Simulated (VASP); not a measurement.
Calculation: r2SCAN meta-GGA, VASP's PBE PAW potentials (set 64) (plane waves; VASP).

VASP input:

KPOINTS:
```
Automatic mesh
0
Gamma
9 9 7
0 0 0
```

### INCAR
```
! general
SYSTEM  = TiC
PREC    = Accurate
ENCUT   = 520
LREAL   = .False.
LASPH   = .True.

! electronic loop
EDIFF   = 1E-6
NELM    = 100
ALGO    = Normal
LMAXMIX = 4
LMIXTAU = .True.

! smearing
ISMEAR  = 1
SIGMA   = 0.1

! functional
METAGGA = R2SCAN

! ions
IBRION  = 2
NSW     = 60
ISIF    = 3
EDIFFG  = -0.02

! output
LWAVE   = .False.
LCHARG  = .False.
```

File POSCAR:
```
TiC
1
    3.6078955188    -0.0000000000     0.0000000000
   -1.8039477595     3.1245291854    -0.0000000000
   -0.0000000000    -0.0000000000     4.2909114944
Ti C
2 2
Direct
  0.3333330000   0.6666670000   0.9402593762
  0.6666670000   0.3333330000   0.4402593762
  0.3333330000   0.6666670000   0.4347406238
  0.6666670000   0.3333330000   0.9347406238
```

POTCAR, in this order: Ti_sv C (PBE.64 set). Program: vasp_std.

Problem. Predict the energy per atom (σ→0), band gap (on the k-mesh).

Solution. 
```yaml
energy per atom (σ→0): -12.193 eV/atom
band gap (on the k-mesh): none (metal, semimetal or under 0.01 eV)
```

File OSZICAR:
```
...
DAV:  15    -0.487701289350E+02    0.26297E-03   -0.49717E-04  2544   0.160E-01    0.100E-01
DAV:  16    -0.487702251300E+02   -0.96195E-04   -0.19098E-03  2532   0.261E-01    0.428E-02
DAV:  17    -0.487705270857E+02   -0.30196E-03   -0.22992E-04  2392   0.132E-01    0.135E-02
DAV:  18    -0.487705380375E+02   -0.10952E-04   -0.30788E-05  2936   0.508E-02    0.543E-03
DAV:  19    -0.487705434425E+02   -0.54051E-05   -0.37900E-06  1748   0.159E-02    0.680E-03
DAV:  20    -0.487705448344E+02   -0.13919E-05   -0.47112E-07  1236   0.715E-03    0.482E-03
DAV:  21    -0.487705449438E+02   -0.10939E-06   -0.10926E-06  1236   0.841E-03
   1 F= -.48770545E+02 E0= -.48770653E+02  d E =-.487705E+02
```

The structure was generated: TiC was put into the wurtzite type (P6_3mc), which need not be its known phase. It was relaxed first, which changed the volume by -40 %. The start is the result of an earlier pass.
